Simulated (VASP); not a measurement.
OSZICAR of a VASP run on ZrH (atoms displaced from the P4_2/mmc structure):

OSZICAR:
```
       N       E                     dE             d eps       ncg     rms          rms(c)
DAV:   1     0.143658647666E+03    0.14366E+03   -0.11216E+04  4390   0.101E+03
DAV:   2    -0.163721043804E+02   -0.16003E+03   -0.15829E+03  5235   0.320E+02
DAV:   3    -0.284359375218E+02   -0.12064E+02   -0.12014E+02  7772   0.597E+01
DAV:   4    -0.286268242571E+02   -0.19089E+00   -0.19072E+00  5186   0.882E+00
DAV:   5    -0.286306483230E+02   -0.38241E-02   -0.38231E-02  6338   0.890E-01    0.189E+01
DAV:   6    -0.268503658691E+02    0.17803E+01   -0.31596E+00  4434   0.125E+01    0.725E+00
DAV:   7    -0.265282854113E+02    0.32208E+00   -0.16704E+00  5543   0.777E+00    0.126E+00
DAV:   8    -0.265349362954E+02   -0.66509E-02   -0.14095E-01  5562   0.233E+00    0.727E-01
DAV:   9    -0.265342897766E+02    0.64652E-03   -0.24261E-02  6309   0.117E+00    0.269E-01
DAV:  10    -0.265339363508E+02    0.35343E-03   -0.45815E-03  5822   0.502E-01    0.723E-02
DAV:  11    -0.265338464045E+02    0.89946E-04   -0.27073E-04  4731   0.120E-01    0.277E-02
DAV:  12    -0.265338482255E+02   -0.18210E-05   -0.23592E-05  6796   0.370E-02    0.521E-03
DAV:  13    -0.265338474920E+02    0.73350E-06   -0.93657E-07  2791   0.774E-03
   1 F= -.26533847E+02 E0= -.26526214E+02  d E =-.152678E-01
```

Q: Which electronic solver shows in the log?

A: It is blocked Davidson (ALGO = Normal, or the opening steps of other solvers). The INCAR had ALGO = Normal.

Q: Can the final energy be trusted as converged?

A: The calculation finished and met its thresholds. It stopped with EDIFF = 1E-6, NELM = 100 (PBEsol GGA, plane waves, VASP's PBE PAW potentials (set 64)).

The structure comes from a computed database's ZrH entry (P4_2/mmc); how it stands against other phases isn't given here. The cell was not relaxed at this level, atoms are displaced from their ideal sites.
